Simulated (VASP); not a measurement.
The input files of a VASP run:

### INCAR
```
ISMEAR = 0
LREAL = F   ! projection in real space or not
LWAVE = F
ALGO = Normal
GGA = PE
LMAXMIX = 4   ! l cut-off of mixed one-centre charges
NELM = 100   ! most electronic steps
EDIFF = 1E-6   ! SCF stop (eV)
SIGMA = 0.05   ! width (eV)
SYSTEM = BaS
ISIF = 2
LCHARG = F
PREC = Single
ENCUT = 400   ! plane-wave cut-off (eV)
LASPH = T   ! aspherical one-centre terms
```

**KPOINTS**
```
Automatic mesh
0
Gamma
7 7 7
0 0 0
```

### POSCAR
```
BaS
4.5184120
  0.0000000000   0.7071068331   0.7071068331
  0.7071068331   0.0000000000   0.7071068331
  0.7071068331   0.7071068331   0.0000000000
Ba S
1 1
Cart
  0.0000000000   0.0000000000   0.0000000000
  0.7071068331   0.7071068331   0.7071068331
```

POTCAR, in this order: Ba_sv S (PBE.64 set). Program: vasp_std.

**Question.** Write an equivalent input for Ansatz.

**Answer.** One equivalent input (not run):
Ansatz 0.2 input:
```yaml
crystal:
  lattice:
    - [0.0000000, 3.1950000, 3.1950000]
    - [3.1950000, 0.0000000, 3.1950000]
    - [3.1950000, 3.1950000, 0.0000000]
  atoms:
    - { symbol: Ba, position: [0.0000000, 0.0000000, 0.0000000] }
    - { symbol: S, position: [0.5000000, 0.5000000, 0.5000000] }
kpoints:
  mp_grid: { grid: [7, 7, 7] }
hamiltonian:
  xc: pbe
  pseudopotentials: { kind: paw }
scf:
  occupations: { method: gaussian, width: 0.05 }
  max_iter: 100
output: { forces: true, stress: true, eigenvalues: true }
```
Limits of the translation: each code has its own PAW files, so the cut-off isn't converted (ENCUT is set for VASP's; basis.ecutwfc is left out, and Ansatz then takes the one that its files recommend); Ansatz stops its SCF on the density residual and VASP on the energy change (EDIFF).

The compound is BaS in the rock salt structure. The cell was not relaxed at this level. The run is one of a series of settings (PREC = Single against the base run), some of them coarse on purpose.
